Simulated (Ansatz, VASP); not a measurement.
# GaN in two plane-wave programs, part 3 of 3

Wanted: the spread between two codes on one cell, functional and k mesh. The cell is taken from a series of runs on this material, whose earlier steps may have relaxed, scaled, displaced or heated it; both programs get it as it stands.

VASP 6.6.1 and Ansatz 0.2.0.

So far: Starting point; Ansatz: zone-centre phonons, PBE, pair 1; VASP: zone-centre phonons, PBE, pair 1; Side by side.

### Step 5. VASP: zone-centre phonons, PBE, pair 2

Level of this step: PBE; plane waves and PAW (N, Ga_d) (VASP).

Second derivatives magnify differences that forces hide, and they need a tight electronic threshold. The cell compared in this pair holds 22.59 Å³, against 22.12 Å³ for the pair before.

File INCAR:

```
SYSTEM = GaN
PREC = Accurate
ENCUT = 600
EDIFF = 1E-08
NELM = 120
ISMEAR = 0
SIGMA = 0.01
LREAL = .FALSE.
ALGO = Normal
GGA = PE
NBANDS = 15
LORBIT = 11
LWAVE = .FALSE.
LCHARG = .FALSE.
ISIF = 2
IBRION = 8
LEPSILON = .TRUE.
LASPH = .TRUE.
GGA_COMPAT = .FALSE.
EFERMI = MIDGAP
KPAR = 2
```

File POSCAR:

```
GaN
1.0
    0.0000000000      2.2436750189      2.2436750189
    2.2436750189      0.0000000000      2.2436750189
    2.2436750189      2.2436750189      0.0000000000
N Ga
1 1
Direct
    0.2500000000      0.2500000000      0.2500000000
    0.0000000000      0.0000000000      0.0000000000
```

File KPOINTS:

```
Automatic mesh
0
Gamma
16 16 16
0 0 0
```

PAW data sets: N and Ga_d (PBE family, release 64).

Run with:

```bash
mpirun -np 2 vasp_std
```

Numbers of over 12 decimals in the logs are rounded to 6 here.

Log:

```text
[... set-up lines as in an earlier step ...]
 entering main loop
       N       E                     dE             d eps       ncg     rms          rms(c)
DAV:   1     0.887178075289E+02    0.88718E+02   -0.10266E+04  4885   0.235E+03
DAV:   2    -0.752463981087E+01   -0.96242E+02   -0.89670E+02  5015   0.359E+02
DAV:   3    -0.140706682865E+02   -0.65460E+01   -0.65158E+01  4924   0.812E+01
DAV:   4    -0.141538644600E+02   -0.83196E-01   -0.83178E-01  5530   0.990E+00
[...]
DAV:  14    -0.121327493377E+02    0.61316E-07   -0.65627E-08  5592   0.293E-03    0.381E-04
DAV:  15    -0.121327493249E+02    0.12828E-07   -0.41605E-09  4191   0.643E-04    0.404E-04
DAV:  16    -0.121327493335E+02   -0.85861E-08   -0.38597E-10  2861   0.335E-04
   1 F= -.12132749E+02 E0= -.12132749E+02  d E =0.000000E+00
 Linear response reoptimize wavefunctions to high precision
DAV:   1    -0.121327493348E+02   -0.13060E-08   -0.11522E-10  3092   0.159E-04
DAV:   2    -0.121327493347E+02    0.81855E-11   -0.30110E-11  2581   0.660E-05
 Linear response G [H, r] |phi>, progress :
  Direction:   1
[...]
RMM:  12    -0.233691666078E+00   -0.99733E-10   -0.19491E-08 32682   0.554E-05    0.340E-07
 first order change of Fermi-energy   0.63121E+00
 force on displaced ion       1 direction 1 : -12.727   0.000   0.000
 Born effective charge ion    1 direction 1 :  -2.659   0.000   0.000
 Linear response progress:
  Degree of freedom:   2/  2
       N       E                     dE             d eps       ncg     rms          rms(c)
RMM:   1    -0.160847649019E+00   -0.16085E+00    0.24027E-01 23695   0.891E+00
RMM:   2    -0.159131057808E+00    0.17166E-02   -0.33744E-02 36377   0.170E+00    0.536E-02
RMM:   3    -0.159326705001E+00   -0.19565E-03   -0.23368E-03 36949   0.401E-01    0.332E-02
RMM:   4    -0.158942765282E+00    0.38394E-03   -0.17844E-04 38596   0.120E-01    0.356E-03
[...]
RMM:  13    -0.158953984834E+00   -0.27151E-07    0.20759E-07 37710   0.592E-05    0.320E-07
RMM:  14    -0.158953986239E+00   -0.14051E-08    0.18896E-07 28169   0.510E-05    0.115E-07
RMM:  15    -0.158953995549E+00   -0.93098E-08    0.84027E-08 23233   0.473E-05    0.302E-08
 first order change of Fermi-energy  -0.63091E+00
 force on displaced ion       2 direction 1 : -12.743  -0.000  -0.000
 Born effective charge ion    2 direction 1 :   2.660   0.000   0.000
 Born effective charges drift removed
 Linear response finished
```

OUTCAR, selected parts (step 5):

```text
  Total        1.0603984      1.0603984      1.0603984      0.0000000      0.0000000     -0.0000000
  in kB       75.2089928     75.2089928     75.2089928      0.0000000      0.0000000     -0.0000000
  external PRESSURE =      75.2089928 kB  Pullay stress =       0.0000000 kB

 POSITION                                       TOTAL-FORCE (eV/Angst)
 -----------------------------------------------------------------------------------
      1.12184      1.12184      1.12184         0.000000      0.000000      0.000000
      0.00000      0.00000      0.00000        -0.000000     -0.000000     -0.000000
 -----------------------------------------------------------------------------------
    total drift:                                0.000000      0.000000      0.000000

 MACROSCOPIC STATIC DIELECTRIC TENSOR (including local field effects in DFT)
 ------------------------------------------------------
           5.828761    -0.000000    -0.000000
           0.000000     5.828761     0.000000
          -0.000000    -0.000000     5.828761
 ------------------------------------------------------

 MACROSCOPIC STATIC DIELECTRIC TENSOR IONIC CONTRIBUTION
 ------------------------------------------------------
           4.447879     0.000000     0.000000
           0.000000     4.447879     0.000000
           0.000000     0.000000     4.447879
 ------------------------------------------------------

[... 1 part as in an earlier step ...]

[... 1 further part left out ...]
```

### Step 6. Ansatz: zone-centre phonons, PBE, pair 2

The same cell, functional and mesh now go to Ansatz, which takes its cutoff from its data sets.

The cell is taken from a series of runs on this material, whose earlier steps may have relaxed, scaled, displaced or heated it; both programs get it as it stands.

File input.yaml:

```yaml
crystal:
  lattice:
    - [0.0, 2.2436750189, 2.2436750189]
    - [2.2436750189, 0.0, 2.2436750189]
    - [2.2436750189, 2.2436750189, 0.0]
  atoms:
    - { symbol: "N", position: [0.25, 0.25, 0.25] }
    - { symbol: Ga, position: [0.0, 0.0, 0.0] }
kpoints:
  mp_grid: { grid: [16, 16, 16] }
hamiltonian:
  xc: pbe
  pseudopotentials: { kind: paw, azcp: { folder: soft_1 } }
scf:
  occupations: { method: fixed }
output:
  eigenvalues: true
phonons:
  method: dfpt
  dielectric: true
  rigid_motions: translations
```

Run with:

```bash
ansatz run input.yaml --threads 4 --pin off --max-ram 10240MiB --backend cpu --events-out ev --progress --plain --runs-dir out
```

Log:

```text
[...]
Crystal: 2 atoms, lattice volume = 22.590 Å³
Basis set: ecut = 420 eV, 459 PW (Γ), exchange–correlation on 48×48×48 points (8 copies of the dense FFT grid, shifted against one another)
Bands: 13, of which v1, the nominal top of the filled ones, is band 9 counted from 1 (8 counted from 0)
Symmetry: 24 space group operations
k-points: 621 of 4096 (irreducible under 4 space group operations, time reversal used)
[...]
optical modes at Γ + LO–TO along q̂ = [1.0000, 0.0000, 0.0000]:
      ω (cm⁻¹)  modes    IR ((D/Å)²/amu)
[...]
optical modes at Γ + LO–TO along q̂ = [0.0000, 1.0000, 0.0000]:
      ω (cm⁻¹)  modes    IR ((D/Å)²/amu)
        548.14      2            28.0726
        725.17      1            14.0363
  optical modes at Γ + LO–TO along q̂ = [0.0000, 0.0000, 1.0000]:
      ω (cm⁻¹)  modes    IR ((D/Å)²/amu)
        548.14      2            28.0726
        725.17      1            14.0363
[key lines of the parts left out:]
SCF converged after 9 iterations
Free energy (F): -4167.891303 eV
Fermi energy:    9.838365 eV
```

### Step 7. Side by side

The two programs side by side:

| quantity | Ansatz | VASP | difference |
| --- | --- | --- | --- |
| ε∞ xx | 5.88 | 5.83 | +0.87 % |
| ε∞ yy | 5.88 | 5.83 | +0.87 % |
| ε∞ zz | 5.88 | 5.83 | +0.87 % |
| Born charge of N1 (mean of the diagonal) (e) | -2.66 | -2.66 | 0.00 |
| Born charge of Ga2 (mean of the diagonal) (e) | 2.66 | 2.66 | 0.00 |
| optical mode 1 to 3 (cm⁻¹) | 548.1 | 544.9 | +0.60 % |

Modes are paired by rising frequency, not by their patterns, so a pair may set unlike modes beside each other; they are those without the splitting of longitudinal modes.

### Step 8. Results

```json
{
 "r.m.s. difference of the optical zone-centre modes, each program's sorted by frequency (zone-centre phonons, PBE, pair 1)": "3.8 cm⁻¹",
 "difference in ε∞ xx (zone-centre phonons, PBE, pair 1)": "+0.9 %",
 "r.m.s. difference of the optical zone-centre modes, each program's sorted by frequency (zone-centre phonons, PBE, pair 2)": "3.3 cm⁻¹",
 "difference in ε∞ xx (zone-centre phonons, PBE, pair 2)": "+0.9 %"
}
```

The r.m.s. difference of the optical zone-centre modes, each program's sorted by frequency is 3.8 cm⁻¹ (zone-centre phonons, PBE, pair 1). Among the rows given in per cent, the largest difference of the zone-centre phonons, PBE, pair 1 pair is in ε∞ xx, +0.9 %. Among the rows given in per cent, the largest difference of the zone-centre phonons, PBE, pair 2 pair is in ε∞ xx, +0.9 %. Such differences can come from data sets, numerical settings and the points named under the comparisons, not from the functional's error against experiment.

[Lines on the potential files, build, host, timing and source positions are cut from VASP's logs without a mark.]

[Logs are printed without paths, hosts, clocks, repeated set-up lines and the standing remarks that a program may print on its own settings, such as how far it seeks lower states.]

[Hosts, paths, dates, database ids (printed as entryN), source tags and the programs' standing remarks are cut or masked in the printed files.]
